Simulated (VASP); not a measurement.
Level of theory: PBEsol GGA, VASP's PBE PAW potentials (set 64) (plane waves; VASP).

VASP input:

KPOINTS:
```
Automatic
0
Gamma
 12 12 12
```

INCAR:
```
SYSTEM = FeAl
PREC = Accurate
ENCUT = 530
EDIFF = 1E-7
NELM = 100
ALGO = Normal
LREAL = .FALSE.
LASPH = .TRUE.
ISMEAR = 1
SIGMA = 0.1
GGA = PS
LMAXMIX = 4
LWAVE = .FALSE.
LCHARG = .FALSE.
IBRION = 6
ISIF = 3
NFREE = 2
POTIM = 0.015
NSW = 1
```

**POSCAR**
```
FeAl
1
    2.8398307079     0.0000000000     0.0000000000
    0.0000000000     2.8398307079     0.0000000000
    0.0000000000     0.0000000000     2.8398307079
Al Fe
1 1
Direct
  0.5000000000   0.5000000000   0.5000000000
  0.0000000000   0.0000000000   0.0000000000
```

POTCAR, in this order: Al Fe (PBE.64 set). Program: vasp_std.

Output

**OSZICAR**
```
...
DAV:   1    -0.137310893872E+02   -0.23858E-01   -0.55507E-01 10545   0.709E+00    0.115E+00
DAV:   2    -0.137108213854E+02    0.20268E-01   -0.44325E-02 13782   0.250E+00    0.392E-01
DAV:   3    -0.137077306195E+02    0.30908E-02   -0.86116E-03 11623   0.100E+00    0.124E-01
DAV:   4    -0.137074176091E+02    0.31301E-03   -0.14841E-03 10869   0.612E-01    0.475E-02
DAV:   5    -0.137072319648E+02    0.18564E-03   -0.24998E-04 11418   0.251E-01    0.120E-02
DAV:   6    -0.137072312260E+02    0.73878E-06   -0.32252E-06 10084   0.174E-02    0.506E-03
DAV:   7    -0.137072309797E+02    0.24629E-06   -0.11585E-06 10700   0.187E-02    0.404E-04
DAV:   8    -0.137072309801E+02   -0.40620E-09   -0.10960E-08  4949   0.124E-03
   9 F= -.13707231E+02 E0= -.13707308E+02  d E =0.231304E-03
       N       E                     dE             d eps       ncg     rms          rms(c)
DAV:   1    -0.137164069654E+02   -0.91760E-02   -0.50019E-01 10569   0.707E+00    0.674E-01
DAV:   2    -0.137089472799E+02    0.74597E-02   -0.15048E-02 13750   0.143E+00    0.297E-01
DAV:   3    -0.137071960220E+02    0.17513E-02   -0.66358E-03 12503   0.936E-01    0.135E-01
DAV:   4    -0.137070314146E+02    0.16461E-03   -0.20099E-03 11032   0.694E-01    0.680E-02
DAV:   5    -0.137072188472E+02   -0.18743E-03   -0.72189E-04 13616   0.322E-01    0.806E-03
DAV:   6    -0.137072304769E+02   -0.11630E-04   -0.83525E-06 11666   0.398E-02    0.223E-03
DAV:   7    -0.137072313715E+02   -0.89461E-06   -0.25727E-07  6318   0.609E-03    0.537E-04
DAV:   8    -0.137072310431E+02    0.32840E-06   -0.24904E-08  4927   0.258E-03    0.187E-04
DAV:   9    -0.137072310095E+02    0.33602E-07   -0.66560E-09  4880   0.145E-03
  10 F= -.13707231E+02 E0= -.13707308E+02  d E =0.231329E-03
       N       E                     dE             d eps       ncg     rms          rms(c)
DAV:   1    -0.137311143069E+02   -0.23883E-01   -0.57003E-01 10518   0.715E+00    0.115E+00
DAV:   2    -0.137108210852E+02    0.20293E-01   -0.44428E-02 13981   0.250E+00    0.392E-01
DAV:   3    -0.137077742338E+02    0.30469E-02   -0.91104E-03 11557   0.107E+00    0.136E-01
DAV:   4    -0.137074204836E+02    0.35375E-03   -0.17505E-03 10847   0.665E-01    0.475E-02
DAV:   5    -0.137072319411E+02    0.18854E-03   -0.25078E-04 11647   0.251E-01    0.120E-02
DAV:   6    -0.137072312352E+02    0.70590E-06   -0.33862E-06 10389   0.187E-02    0.502E-03
DAV:   7    -0.137072309823E+02    0.25292E-06   -0.11554E-06 10660   0.186E-02    0.396E-04
DAV:   8    -0.137072309829E+02   -0.63449E-09   -0.10669E-08  4919   0.124E-03
  11 F= -.13707231E+02 E0= -.13707308E+02  d E =0.231306E-03
       N       E                     dE             d eps       ncg     rms          rms(c)
DAV:   1    -0.137031407594E+02    0.40902E-02   -0.49891E-01 10588   0.693E+00    0.682E-01
DAV:   2    -0.137005512058E+02    0.25896E-02   -0.16234E-02 13796   0.152E+00    0.300E-01
DAV:   3    -0.137038520612E+02   -0.33009E-02   -0.89619E-03 11720   0.126E+00    0.185E-01
DAV:   4    -0.137046541796E+02   -0.80212E-03   -0.34291E-03 10982   0.912E-01    0.683E-02
DAV:   5    -0.137071300398E+02   -0.24759E-02   -0.76735E-04 13726   0.315E-01    0.922E-03
DAV:   6    -0.137072215232E+02   -0.91483E-04   -0.88569E-06 10440   0.402E-02    0.242E-03
DAV:   7    -0.137072328261E+02   -0.11303E-04   -0.30319E-07  6745   0.734E-03    0.433E-04
DAV:   8    -0.137072313923E+02    0.14338E-05   -0.28219E-08  4961   0.258E-03    0.166E-04
DAV:   9    -0.137072312310E+02    0.16133E-06   -0.68771E-09  4856   0.145E-03    0.887E-05
DAV:  10    -0.137072310297E+02    0.20134E-06   -0.25868E-09  4816   0.955E-04    0.658E-05
DAV:  11    -0.137072309927E+02    0.37006E-07   -0.86818E-10  4795   0.492E-04
  12 F= -.13707231E+02 E0= -.13707308E+02  d E =0.231306E-03
       N       E                     dE             d eps       ncg     rms          rms(c)
DAV:   1    -0.137310897846E+02   -0.23859E-01   -0.57001E-01 10682   0.726E+00    0.115E+00
DAV:   2    -0.137108200758E+02    0.20270E-01   -0.44507E-02 13821   0.252E+00    0.392E-01
DAV:   3    -0.137077467093E+02    0.30734E-02   -0.87880E-03 11671   0.102E+00    0.129E-01
DAV:   4    -0.137074189152E+02    0.32779E-03   -0.15811E-03 10869   0.632E-01    0.476E-02
DAV:   5    -0.137072319440E+02    0.18697E-03   -0.25049E-04 11564   0.251E-01    0.120E-02
DAV:   6    -0.137072312261E+02    0.71793E-06   -0.33271E-06 10277   0.180E-02    0.495E-03
DAV:   7    -0.137072309812E+02    0.24485E-06   -0.11510E-06 10784   0.186E-02    0.388E-04
DAV:   8    -0.137072309812E+02    0.15461E-10   -0.10363E-08  4920   0.121E-03
  13 F= -.13707231E+02 E0= -.13707308E+02  d E =0.231306E-03
       N       E                     dE             d eps       ncg     rms          rms(c)
DAV:   1    -0.136996832488E+02    0.75477E-02   -0.26898E-01  3933   0.558E+00    0.362E-01
DAV:   2    -0.137018038462E+02   -0.21206E-02   -0.47885E-03  4985   0.835E-01    0.227E-01
DAV:   3    -0.137066692535E+02   -0.48654E-02   -0.77392E-03  4490   0.116E+00    0.161E-01
DAV:   4    -0.137086324964E+02   -0.19632E-02   -0.27668E-03  4301   0.781E-01    0.128E-02
DAV:   5    -0.137087526033E+02   -0.12011E-03   -0.22139E-05  3757   0.482E-02    0.504E-03
DAV:   6    -0.137087839086E+02   -0.31305E-04   -0.12735E-06  4461   0.112E-02    0.204E-03
DAV:   7    -0.137087793299E+02    0.45787E-05   -0.84750E-08  2003   0.459E-03    0.538E-04
DAV:   8    -0.137087777123E+02    0.16177E-05   -0.20317E-08  1875   0.261E-03    0.755E-05
DAV:   9    -0.137087776919E+02    0.20384E-07   -0.24382E-09  1856   0.685E-04
  14 F= -.13708778E+02 E0= -.13708857E+02  d E =0.239078E-03
       N       E                     dE             d eps       ncg     rms          rms(c)
DAV:   1    -0.137090112499E+02   -0.23354E-03   -0.77051E-02  3545   0.229E+00    0.951E-02
DAV:   2    -0.137088482418E+02    0.16301E-03   -0.16487E-03  4912   0.487E-01    0.502E-02
DAV:   3    -0.137087769863E+02    0.71255E-04   -0.24954E-04  3723   0.104E-01    0.120E-02
DAV:   4    -0.137087780357E+02   -0.10494E-05   -0.14136E-05  4072   0.482E-02    0.779E-03
DAV:   5    -0.137087777134E+02    0.32224E-06   -0.40224E-06  4297   0.320E-02    0.431E-03
DAV:   6    -0.137087776858E+02    0.27669E-07   -0.40109E-07  2604   0.955E-03
  15 F= -.13708778E+02 E0= -.13708857E+02  d E =0.238910E-03
       N       E                     dE             d eps       ncg     rms          rms(c)
DAV:   1    -0.137086393583E+02    0.13836E-03   -0.88845E-01  3575   0.819E+00    0.128E-01
DAV:   2    -0.137089658698E+02   -0.32651E-03   -0.51172E-03  3996   0.118E+00    0.105E-01
DAV:   3    -0.137088604332E+02    0.10544E-03   -0.64194E-04  4510   0.389E-01    0.682E-02
DAV:   4    -0.137087997603E+02    0.60673E-04   -0.36797E-04  3668   0.187E-01    0.341E-02
DAV:   5    -0.137087772315E+02    0.22529E-04   -0.79424E-05  4466   0.130E-01    0.656E-03
DAV:   6    -0.137087763127E+02    0.91872E-06   -0.49286E-06  4655   0.249E-02    0.895E-04
DAV:   7    -0.137087763116E+02    0.11745E-08   -0.62185E-08  1944   0.263E-03
  16 F= -.13708776E+02 E0= -.13708856E+02  d E =0.239242E-03
       N       E                     dE             d eps       ncg     rms          rms(c)
DAV:   1    -0.137088107270E+02   -0.34414E-04   -0.24230E+00  3586   0.134E+01    0.270E-01
DAV:   2    -0.137094246940E+02   -0.61397E-03   -0.14071E-02  4062   0.181E+00    0.205E-01
DAV:   3    -0.137090759296E+02    0.34876E-03   -0.30688E-03  4291   0.857E-01    0.141E-01
DAV:   4    -0.137088029682E+02    0.27296E-03   -0.66610E-04  3840   0.270E-01    0.427E-02
DAV:   5    -0.137087765197E+02    0.26448E-04   -0.14232E-04  4393   0.187E-01    0.738E-03
DAV:   6    -0.137087763046E+02    0.21503E-06   -0.27469E-06  4592   0.200E-02    0.150E-03
DAV:   7    -0.137087763113E+02   -0.66930E-08   -0.76599E-08  1920   0.442E-03
  17 F= -.13708776E+02 E0= -.13708856E+02  d E =0.238926E-03
```

**OUTCAR**
```
------------------------ aborting loop because EDIFF is reached ----------------------------------------
  FORCE on cell =-STRESS in cart. coord.  units (eV):
  Direction    XX          YY          ZZ          XY          YZ          ZX
  --------------------------------------------------------------------------------------
  Total        0.0236366      0.0263476      0.0263476      0.0000000      0.0000000      0.0000000
  in kB        1.6535531      1.8432044      1.8432044      0.0000000      0.0000000      0.0000000
  external PRESSURE =       1.7799873 kB  Pullay stress =       0.0000000 kB
  volume of cell :       22.90
      direct lattice vectors                 reciprocal lattice vectors
     2.839830708  0.000000000  0.000000000     0.352133667  0.000000000  0.000000000
     0.000000000  2.839830708  0.000000000     0.000000000  0.352133667  0.000000000
     0.000000000  0.000000000  2.839830708     0.000000000  0.000000000  0.352133667
 POSITION                                       TOTAL-FORCE (eV/Angst)
 -----------------------------------------------------------------------------------
      1.41992      1.41992      1.41992        -0.132822      0.000000      0.000000
     -0.01500      0.00000      0.00000         0.132822      0.000000     -0.000000
 -----------------------------------------------------------------------------------
    total drift:                                0.000217      0.000000     -0.000002
  FREE ENERGIE OF THE ION-ELECTRON SYSTEM (eV)
  ---------------------------------------------------
  free  energy   TOTEN  =       -13.7087763113 eV

  energy  without entropy=      -13.7090152373  energy(sigma->0) =      -13.70885595

   1 f  =   10.903633 THz    68.509550 2PiTHz  363.706064 cm-1    45.093784 meV
             X         Y         Z           dx          dy          dz
      1.419915  1.419915  1.419915    -0.000000    0.820985   -0.000000
      0.000000  0.000000  0.000000     0.000000   -0.570949   -0.000000

   2 f  =   10.903633 THz    68.509550 2PiTHz  363.706064 cm-1    45.093784 meV
             X         Y         Z           dx          dy          dz
      1.419915  1.419915  1.419915     0.820985    0.000000    0.000000
      0.000000  0.000000  0.000000    -0.570949   -0.000000    0.000000

   3 f  =   10.903633 THz    68.509550 2PiTHz  363.706064 cm-1    45.093784 meV
             X         Y         Z           dx          dy          dz
      1.419915  1.419915  1.419915     0.000000    0.000000    0.820985
      0.000000  0.000000  0.000000     0.000000    0.000000   -0.570949

   4 f/i=    0.002743 THz     0.017236 2PiTHz    0.091503 cm-1     0.011345 meV
             X         Y         Z           dx          dy          dz
      1.419915  1.419915  1.419915    -0.567979    0.057464   -0.008996
      0.000000  0.000000  0.000000    -0.816714    0.082629   -0.012936

   5 f/i=    0.002743 THz     0.017236 2PiTHz    0.091503 cm-1     0.011345 meV
             X         Y         Z           dx          dy          dz
      1.419915  1.419915  1.419915     0.053378    0.550053    0.143441
      0.000000  0.000000  0.000000     0.076754    0.790938    0.206258

   6 f/i=    0.002743 THz     0.017236 2PiTHz    0.091503 cm-1     0.011345 meV
             X         Y         Z           dx          dy          dz
      1.419915  1.419915  1.419915    -0.023104   -0.141854    0.552564
      0.000000  0.000000  0.000000    -0.033222   -0.203976    0.794548

 ELASTIC MODULI CONTR FROM IONIC RELAXATION (kBar)
 Direction    XX          YY          ZZ          XY          YZ          ZX
 --------------------------------------------------------------------------------
 XX           0.0000      0.0000      0.0000      0.0000      0.0000      0.0000
 YY           0.0000      0.0000      0.0000      0.0000      0.0000      0.0000
 ZZ           0.0000      0.0000      0.0000      0.0000      0.0000      0.0000
 XY           0.0000      0.0000      0.0000      0.0000      0.0000      0.0000
 YZ           0.0000      0.0000      0.0000      0.0000      0.0000      0.0000
 ZX           0.0000      0.0000      0.0000      0.0000      0.0000      0.0000
 --------------------------------------------------------------------------------

 TOTAL ELASTIC MODULI (kBar)
 Direction    XX          YY          ZZ          XY          YZ          ZX
 --------------------------------------------------------------------------------
 XX        2963.9367   1445.9320   1445.9320      0.0000     -0.0000     -0.0000
 YY        1445.9320   2963.9367   1445.9320      0.0000      0.0000      0.0000
 ZZ        1445.9320   1445.9320   2963.9367     -0.0000      0.0000      0.0000
 XY           0.0000      0.0000     -0.0000   1579.8584      0.0000      0.0000
 YZ          -0.0000      0.0000      0.0000      0.0000   1579.8584      0.0000
 ZX          -0.0000      0.0000      0.0000      0.0000      0.0000   1579.8584
 --------------------------------------------------------------------------------
```
(Selected blocks of OUTCAR.)

Finite-difference elastic constants of metals are sensitive to mesh and smearing; shear constants can be off by tens of GPa.

The compound is FeAl in the CsCl type structure. It was relaxed first, which changed the volume by -7 %. The run is not spin-polarised, so no magnetic state was tried. The electron count is odd and the run is not spin-polarised, which forces a metal.
